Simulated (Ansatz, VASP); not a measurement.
# Cross-check of Pd2Au (Pd-Au-Pd stack, (111) layers) between VASP and Ansatz, part 2 of 2

One calculation is typed for both programs; each brings its own data sets. How far apart do they land? The cell is taken from a series of runs on this material, whose earlier steps may have relaxed, scaled, displaced or heated it; both programs get it as it stands.

VASP 6.6.1 and Ansatz 0.2.0.

So far: The starting structure; VASP: zone-centre phonons, PBE.

### 3. Ansatz: zone-centre phonons, PBE

Level of this step: Ansatz beside VASP: Kohn-Sham DFT, plane waves, PBE (Ansatz).

Ansatz runs on its default PAW (the set named soft_2) files.

The same cell, functional, mesh and smearing now go to Ansatz, which takes its cutoff from its data sets.

Input file input.yaml:

```yaml
crystal:
  lattice:
    - [2.7758278474, 0.0, 0.0]
    - [-1.3879139237, 2.4039374324, 0.0]
    - [0.0, 0.0, 33.22235726]
  atoms:
    - { symbol: Pd, position: [0.0, 0.0, 0.1642000095] }
    - { symbol: Au, position: [0.3333333333, 0.6666666667, 0.2364549252] }
    - { symbol: Pd, position: [0.6666666667, 0.3333333333, 0.3087098409] }
  periodic: [true, true, false]
kpoints:
  mp_grid: { grid: [9, 9, 1] }
hamiltonian:
  xc: pbe
scf:
  occupations: { method: methfessel_paxton, width: 0.2 }
output:
  eigenvalues: true
phonons:
  method: dfpt
  qmesh: [3, 3, 1]
  temperatures: { t_max: 1000, t_step: 50 }
  qpath:
    path:
      - [0.0, 0.0, 0.0]
      - [0.5, 0.0, 0.0]
      - [0.33333333, 0.33333333, 0.0]
      - [0.0, 0.0, 0.0]
    npoints: 10
  electrical_resistivity:
    mesh: [18, 18, 1]
    temperatures: [20.0, 50.0, 77.0, 100.0, 150.0, 200.0, 300.0, 400.0, 600.0, 800.0]
```

Launch:

```console
ansatz run input.yaml --threads 4 --pin off --max-ram 16384MiB --backend cpu --events-out ev --progress --plain --runs-dir out
```

Numbers of over 12 decimals in the logs are rounded to 6 here.

Log:

```text
Warning: crystal.symmetry: narrowed to the stabiliser of the run's FFT grids — unitary ops 12 → 6. A phonons.method: dfpt run fills in the rows of the dynamical matrix that it does not solve by its symmetry operations, which is exact only for operations that map its FFT grids onto themselves: filled in by any other, the frequencies could depend on the order in which like atoms are typed, or, by more than the grids' own error, on where the crystal sits among the grids' points. Excluded: 6 operations. The run can therefore solve more perturbations, solve them on more k-points, or both, and cost more. [rest of the remark cut]
Engine: ansatz 0.2.0, aarch64-unknown-linux-gnu
Pseudopotentials: kind: paw
Pseudopotential: Pd, paw, valence charge 18, recommended cutoff 420 eV (normal), Pd.paw.azcp
Pseudopotential: Au, paw, valence charge 19, recommended cutoff 420 eV (normal), Au.paw.azcp
Functional definition: PBE
  parameter kappa = 0.804
  parameter beta = 0.066725
  exchange = pbe_x(kappa = kappa, mu = beta*pi^2/3)
  correlation = pbe_c(beta = beta)
Crystal: 3 atoms, lattice volume = 221.690 Å³
Basis set: ecut = 420 eV, 4371 PW (Γ), exchange–correlation on 40×40×450 points (8 copies of the dense FFT grid, shifted against one another)
Bands: 33, of which v1, the nominal top of the filled ones, is band 28 counted from 1 (27 counted from 0)
Symmetry: 12 space group operations
k-points: 12 of 81 (irreducible under 6 space group operations, time reversal used)
Non-local potential: Pd, projectors of the file, l = 0: 2, l = 1: 2, l = 2: 2, l = 3: 1
Non-local potential: Au, projectors of the file, l = 0: 3, l = 1: 2, l = 2: 2, l = 3: 1
PAW form: soft (Blöchl's): semilocal exchange-correlation on the pseudo side does not see the compensation charge
PAW one-centre angular grid: Pd, 590 points (default); XC on 64 Gauss nodes
PAW one-centre angular grid: Au, 590 points (default); XC on 64 Gauss nodes
Initial density: superposition of atomic densities (neutral atoms: chi_scale 0, normalization atom), corrected by the library's trained network
Initial wavefunctions: pseudopotential atomic-orbital guess
Functional: x = pbe(κ = 0.804, μ = 0.219515), c = pbe(β = 0.066725)
SCF iter   1: F=—  HF=-27094.008845 eV  |F-HF|=—  |Δ(HF+E_count)|=         —  Δρ=4.53e-3  dr2=2.94e-2  ethr=1.77e-3  ⟨swp⟩=14.0  Hψ=3042  notcnv=0
preconditioner: auto → LDOS  [insulator: Δε(μ)=0.183 eV  Ē_g=7.395 eV  σ=0.200 eV  W_gap=0.69  n_scr=22 (ndim 8)  ℏωp=13.9 eV  f_vac=0.742  D(μ)=2.28/eV (n_scr^D=14)  ε∞_Penn≈4.5  β→1.0]
SCF iter   2: F=—  HF=-27094.021807 eV  |F-HF|=—  |Δ(HF+E_count)|=   1.30e-2  S|Δr|=    0.00e0  Δρ=4.60e-3  dr2=6.74e-2  ethr=5.34e-5  ⟨swp⟩=3.4  Hψ=1102  notcnv=0  defer=6
SCF iter   3: F=—  HF=-27094.006326 eV  |F-HF|=—  |Δ(HF+E_count)|=   1.55e-2  S|Δr|=    0.00e0  Δρ=8.87e-4  dr2=4.42e-3  ethr=5.34e-5  ⟨swp⟩=3.5  Hψ=901  notcnv=0  defer=6
[...]
--- Phonons (Γ-DFPT): 6 representative perturbations + reference (Σ response iterations 32) ---
  ASR residual: 6.970e-5 → 0.000e0 eV/Å²; symmetrization residual: 4.773e-7 eV/Å²
  The last average, over the group as it would stand without the narrowing to the FFT grids, took up to 1.025e-7 eV/Å² of the zone centre's force constants
  ASR residual per site (eV/Å²): 6.97e-5 2.33e-5 6.95e-5
  Γ frequencies (cm⁻¹): 0.00 0.00 0.00 29.62 29.62 46.19 46.19 103.34 147.32
--- Phonons (arbitrary-q DFPT): 3 irreducible q on the 3×3×1 mesh ---
  q = [0.0000, 0.0000, 0.0000] (star 1, of the zone-centre solve; hermiticity 1.17e-7, symmetrization 8.97e-12, taken by the last average 1.26e-8): -0.00 -0.00 0.00 29.62 29.62 46.19 46.19 103.34 147.32
  q = [0.0000, 0.3333, 0.0000] (star 6, 9 solved perturbations on 45 of 81 k-point pairs; hermiticity 4.94e-8, symmetrization 3.29e-11, taken by the last average 5.60e-9): 49.22 77.04 96.57 100.86 104.71 117.10 152.95 160.22 165.84
  q = [0.3333, 0.3333, 0.0000] (star 2, 6 solved perturbations in 192 linear systems a pass and spin channel, the states on 45 of 81 k-point pairs; hermiticity 4.36e-8, symmetrization 4.30e-9, taken by the last average 6.34e-9): 66.06 97.00 97.00 141.31 141.31 147.15 147.46 159.10 159.10
  sum rule: each row above includes the acoustic sum rule's correction from the zone centre's row sums; it moved no ω² by more than (0.42 cm⁻¹)²
  mesh force constants: q→R imaginary residual 0.00e0; ASR residual 6.970e-5 → 0.000e0 eV/Å²; symmetrization residual 1.066e-14 eV/Å²
  interpolated dispersion: 31 rows × 9 modes
  density of states and harmonic sums: on the 27×27×1 q-mesh, interpolated from the force constants of a 3×3×1 supercell (no non-analytic term)
  largest difference from the sums on the solved wave vectors: F 7.73e-2 eV, S 1.06e-4 and C_V 2.84e-5 eV/K
  zero-point energy: 0.061931 eV/cell   skipped modes (ω ≤ 0): 3   left out of the sums: 4.57e-4 of the cell's modes: C_V's classical limit lies that fraction below 3 k_B per atom; for a crystal, a wire or a layer, F and S can be off by more, and a phonons.interpolated_qmesh denser along its periods is the remedy for the sampling
--- Electrical resistivity: potentials and phonons of a 3×3×1 supercell ---
  scattering by harmonic phonons alone, with no dipole-dipole term; scattering by other electrons, impurities, surfaces and spin disorder is left out, and so is spin–orbit coupling
[...]
9×9×1                     0.8837              3.1919    0.1895    0.1963          13.290
  resistivity on the deck's mesh, µΩ·cm:
     T (K)       trace/2  mesh converged            xx            yy            zz    lowest order   relaxation time
     20.00     6.9466e-2              no     6.9466e-2     6.9466e-2      0.0000e0       1.1122e-1         1.0454e-1
     50.00      1.4325e0              no      1.4325e0      1.4325e0      0.0000e0        1.7970e0          1.6233e0
     77.00      3.6676e0              no      3.6676e0      3.6676e0      0.0000e0        4.1910e0          4.0831e0
    100.00      5.6579e0              no      5.6579e0      5.6579e0      0.0000e0        6.2862e0          6.2809e0
    150.00      9.8022e0              no      9.8022e0      9.8022e0      0.0000e0        1.0712e1          1.0862e1
    200.00      1.3772e1              no      1.3772e1      1.3772e1      0.0000e0        1.5018e1          1.5250e1
    300.00      2.1573e1              no      2.1573e1      2.1573e1      0.0000e0        2.3598e1          2.3867e1
    400.00      2.9375e1              no      2.9375e1      2.9375e1      0.0000e0        3.2429e1          3.2497e1
    600.00      4.4908e1              no      4.4908e1      4.4908e1      0.0000e0        5.1293e1          4.9779e1
    800.00      5.9724e1              no      5.9724e1      5.9724e1      0.0000e0        7.1353e1          6.6505e1
  sheet resistance at 20 K: 0.2091 Ω
  mean free path at 20 K (of a tensor half of its trace): 4952 nm by what each carries, 4003 by the Fermi surface alone
  sheet resistance at 50 K: 4.312 Ω
  mean free path at 50 K (of a tensor half of its trace): 247 nm by what each carries, 194 by the Fermi surface alone
  sheet resistance at 77 K: 11.04 Ω
  mean free path at 77 K (of a tensor half of its trace): 92.3 nm by what each carries, 75.8 by the Fermi surface alone
  Hall coefficient in a weak field at 77 K (along the normal): (none: it, or that of a finer mesh, parts from a neighbouring mesh's by over half of the finer one's) (as a tensor it moves by 88.7 % between the two finest meshes); by each state's relaxation time: -1.747e-10 m³/C; by a constant relaxation time: 4.358e-10 m³/C
  sheet resistance at 100 K: 17.03 Ω
  mean free path at 100 K (of a tensor half of its trace): 58.5 nm by what each carries, 49.2 by the Fermi surface alone
  Hall coefficient in a weak field at 100 K (along the normal): (none: it, or that of a finer mesh, parts from a neighbouring mesh's by over half of the finer one's) (as a tensor it moves by 83.7 % between the two finest meshes); by each state's relaxation time: -2.083e-10 m³/C; by a constant relaxation time: 4.355e-10 m³/C
  sheet resistance at 150 K: 29.50 Ω
  mean free path at 150 K (of a tensor half of its trace): 33.2 nm by what each carries, 28.4 by the Fermi surface alone
  Hall coefficient in a weak field at 150 K (along the normal): (none: it, or that of a finer mesh, parts from a neighbouring mesh's by over half of the finer one's) (as a tensor it moves by 81.2 % between the two finest meshes); by each state's relaxation time: -2.368e-10 m³/C; by a constant relaxation time: 4.347e-10 m³/C
  sheet resistance at 200 K: 41.46 Ω
  mean free path at 200 K (of a tensor half of its trace): 23.5 nm by what each carries, 20.2 by the Fermi surface alone
  Hall coefficient in a weak field at 200 K (along the normal): (none: it, or that of a finer mesh, parts from a neighbouring mesh's by over half of the finer one's) (as a tensor it moves by 82.8 % between the two finest meshes); by each state's relaxation time: -2.431e-10 m³/C; by a constant relaxation time: 4.336e-10 m³/C
  sheet resistance at 300 K: 64.93 Ω
  mean free path at 300 K (of a tensor half of its trace): 15.0 nm by what each carries, 12.9 by the Fermi surface alone
  Hall coefficient in a weak field at 300 K (along the normal): (none: it, or that of a finer mesh, parts from a neighbouring mesh's by over half of the finer one's) (as a tensor it moves by 89.2 % between the two finest meshes); by each state's relaxation time: -2.400e-10 m³/C; by a constant relaxation time: 4.302e-10 m³/C
  sheet resistance at 400 K: 88.42 Ω
  mean free path at 400 K (of a tensor half of its trace): 11.1 nm by what each carries, 9.47 by the Fermi surface alone
  Hall coefficient in a weak field at 400 K (along the normal): (none: it, or that of a finer mesh, parts from a neighbouring mesh's by over half of the finer one's) (as a tensor it moves by 95.0 % between the two finest meshes); by each state's relaxation time: -2.323e-10 m³/C; by a constant relaxation time: 4.260e-10 m³/C
  sheet resistance at 600 K: 135.2 Ω
  mean free path at 600 K (of a tensor half of its trace): 7.36 nm by what each carries, 6.19 by the Fermi surface alone
  Hall coefficient in a weak field at 600 K (along the normal): (none: it, or that of a finer mesh, parts from a neighbouring mesh's by over half of the finer one's) (as a tensor it moves by 98.0 % between the two finest meshes); by each state's relaxation time: -2.196e-10 m³/C; by a constant relaxation time: 4.134e-10 m³/C
  sheet resistance at 800 K: 179.8 Ω
  mean free path at 800 K (of a tensor half of its trace): 5.73 nm by what each carries, 4.66 by the Fermi surface alone
  Hall coefficient in a weak field at 800 K (along the normal): (none: it, or that of a finer mesh, parts from a neighbouring mesh's by over half of the finer one's) (as a tensor it moves by 83.7 % between the two finest meshes); by each state's relaxation time: -2.222e-10 m³/C; by a constant relaxation time: 3.873e-10 m³/C
  the resistivity times a path that all electrons share, by the Fermi surface of the deck's mesh alone (half of the trace): 2.781e-15 Ω·m²
  not converged in the mesh (λ; λ_tr; the resistivity at 20 K by 2.39 %; the resistivity at 50 K by 5.30 %; the resistivity at 77 K by 4.43 %; the resistivity at 100 K by 3.87 %; the resistivity at 150 K by 3.54 %; the resistivity at 200 K by 3.72 %; the resistivity at 300 K by 4.62 %; the resistivity at 400 K by 5.78 %; the resistivity at 600 K by 8.14 %; the resistivity at 800 K by 9.84 %): between neighbouring mes [...]
  vibrations of 9 cells: unjudged by the run; compare a larger repeat
  the changes of the potential over all sites missed a rigid shift's by 0.28 % (the site terms' by 0.02 %)
  at the force constants' own smearing the fine mesh and the k-points of their solves give squared frequencies that differ by 13.2 % of the larger at the most, at (0, 0.3333, 0)
```

The column dr2 measures how far the density is from self-consistency, as an energy; F and HF (Harris–Foulkes) agree once it is small.

### 4. Comparison

Known differences besides the potentials themselves: Ansatz cuts the interaction across the vacuum, VASP repeats the sheet without a dipole correction; VASP's run holds the zone centre alone; the data sets hold 55 valence electrons in Ansatz (on its default PAW (the set named soft_2) files) and 31 in VASP; the cutoff is 420 eV in Ansatz and 500 eV in VASP. Total energies have different zeros and are not compared.

Compared:

```csv
quantity,Ansatz,VASP,difference
optical mode 1 to 2 (cm⁻¹),29.6,30.5,-0.9
optical mode 3 to 4 (cm⁻¹),46.2,46.4,-0.2
optical mode 5 (cm⁻¹),103.3,103.2,+0.14 %
optical mode 6 (cm⁻¹),147.3,147.0,+0.25 %
```

Modes are paired by rising frequency, not by their patterns, so a pair may set unlike modes beside each other; they are those without the splitting of longitudinal modes. Where the cell holds vacuum, a pressure given here is an average over it and none of the material.

### 5. Results

```json
{
  "r.m.s. difference of the optical zone-centre modes, each program's sorted by frequency (zone-centre phonons, PBE)": "0.55 cm⁻¹"
}
```

The r.m.s. difference of the optical zone-centre modes, each program's sorted by frequency is 0.55 cm⁻¹ (zone-centre phonons, PBE). The data sets hold unlike numbers of valence electrons (55 in Ansatz and 31 in VASP), so part of the differences may come from the potentials. How closely two codes agree says nothing of how well the functional describes the real material.

[Lines on the potential files, build, host, timing and source positions are cut from VASP's logs without a mark.]

[Logs are printed without paths, hosts, clocks, repeated set-up lines and the standing remarks that a program may print on its own settings, such as how far it seeks lower states.]

[Hosts, paths, dates, database ids (printed as entryN), source tags and the programs' standing remarks are cut or masked in the printed files.]
